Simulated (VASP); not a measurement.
**Sr8Ti8NO23 (a cell with a defect): single point with HSE06**

Crystal: Sr8Ti8NO23 (a cell with a defect).

```
Sr Ti N O
1.0
     7.88041    0.00000    0.00000
     0.00000   -7.88041    0.00000
     0.00000    0.00000   -7.88041
Sr Ti N O
8 8 1 23
Direct
  0.24988 0.25053 0.25013
  0.24996 0.25062 0.74875
  0.24994 0.74934 0.25002
  0.25001 0.74924 0.74884
  0.74996 0.25502 0.25464
  0.74998 0.25513 0.74432
  0.74996 0.74479 0.25464
  0.74998 0.74470 0.74435
  0.00902 0.50005 0.49954
  0.99921 0.49982 0.99958
  0.99922 0.00003 0.49944
  0.99878 0.99986 0.99945
  0.49130 0.49985 0.49925
  0.50065 0.49997 0.99933
  0.50069 0.99986 0.49971
  0.50111 0.99999 0.99973
  0.24975 0.50036 0.49889
  0.24981 0.49998 0.00034
  0.24982 0.99971 0.49996
  0.24976 0.00005 0.99983
  0.74944 0.49971 0.50041
  0.74975 0.50007 0.99861
  0.74976 0.00045 0.49980
  0.74989 0.99999 0.99999
  0.99711 0.24727 0.49981
  0.00000 0.24961 0.99983
  0.99635 0.75295 0.49980
  0.00006 0.75052 0.99983
  0.50209 0.24717 0.49958
  0.49964 0.24956 0.99966
  0.50277 0.75293 0.49958
  0.49957 0.75047 0.99967
  0.99600 0.50009 0.24678
  0.99753 0.50010 0.75250
  0.00011 0.00008 0.24941
  0.99996 0.00007 0.75033
  0.50325 0.50001 0.24663
  0.50152 0.50002 0.75237
  0.49953 0.00001 0.24929
  0.49967 0.00000 0.75019
```

```json
{
 "Program": "VASP 6.6.1",
 "Task": "single point",
 "Functional": "HSE06",
 "Potentials or basis": "VASP PAW PBE potentials, release 64 (Sr_sv, Ti_sv, N, O)",
 "Cutoff": "400 eV",
 "k mesh": "1 × 1 × 1",
 "Occupations": "gaussian, width 0.01 eV",
 "Spin": "no spin polarisation"
}
```

* Largest force: 1.248 eV/Å
* Band gap on the k mesh: 2.40 eV, direct

Forces on the atoms (eV/Å):
```
Sr   0.004  0.030  0.031
Sr   0.002  0.028 -0.027
Sr   0.002 -0.029  0.030
Sr   0.000 -0.028 -0.027
Sr  -0.001 -0.047 -0.048
Sr   0.000 -0.048  0.051
Sr   0.000  0.048 -0.046
Sr   0.001  0.047  0.050
Ti   1.246  0.026  0.046
Ti   0.245  0.030  0.033
Ti   0.247  0.027  0.066
Ti  -0.103  0.034  0.073
Ti  -1.056  0.028  0.038
Ti  -0.153  0.019  0.023
Ti  -0.151  0.026  0.033
Ti   0.158  0.016  0.035
N   -0.068 -0.013 -0.016
O   -0.028 -0.007 -0.009
O   -0.032 -0.006 -0.016
O   -0.005 -0.008 -0.012
O   -0.058 -0.011 -0.020
O   -0.028 -0.008 -0.003
O   -0.028 -0.008 -0.012
O   -0.024 -0.006 -0.017
O   -0.265  0.122 -0.013
O    0.064  0.007 -0.014
O   -0.265 -0.133 -0.013
O    0.067 -0.044 -0.015
O    0.233  0.104 -0.006
O   -0.076  0.028 -0.005
O    0.237 -0.132 -0.005
O   -0.079 -0.042 -0.005
O   -0.272 -0.008  0.107
O   -0.260 -0.007 -0.144
O    0.068 -0.009 -0.011
O    0.064 -0.008 -0.059
O    0.237 -0.006  0.091
O    0.234 -0.005 -0.147
O   -0.080 -0.005  0.027
O   -0.076 -0.006 -0.046
```

Levels at points of the mesh, in eV from the valence-band top:
```tsv
k point	band 158	band 159	band 160	band 161	band 162	band 163
(0.00, 0.00, 0.00)	-0.28	0.00	0.00	2.40	2.40	2.45
```

Core levels (eV, on the scale of the bands):
| atom | levels |
| --- | --- |
| 1 Sr | 1s -15923.5, 2s -2146.1, 2p -1905.5, 3s -322.0, 3p -244.4, 3d -116.3 |
| 2 Sr | 1s -15923.5, 2s -2146.1, 2p -1905.5, 3s -322.0, 3p -244.4, 3d -116.3 |
| 3 Sr | 1s -15923.5, 2s -2146.1, 2p -1905.5, 3s -322.0, 3p -244.4, 3d -116.3 |
| 4 Sr | 1s -15923.5, 2s -2146.1, 2p -1905.5, 3s -322.0, 3p -244.4, 3d -116.3 |
| 5 Sr | 1s -15923.5, 2s -2146.0, 2p -1905.4, 3s -322.0, 3p -244.4, 3d -116.2 |
| 6 Sr | 1s -15923.5, 2s -2146.0, 2p -1905.4, 3s -322.0, 3p -244.4, 3d -116.2 |

It took 2.6 min on 8 MPI ranks on Intel(R) Xeon(R) Platinum 8488C (Sapphire Rapids), on a shared host, peak memory 0.35 GiB a rank.

Caveat: the cell is charged against a uniform background, so pressure and absolute levels hang on convention; the PAW data sets were made with another functional, which shifts forces and pressure a little.
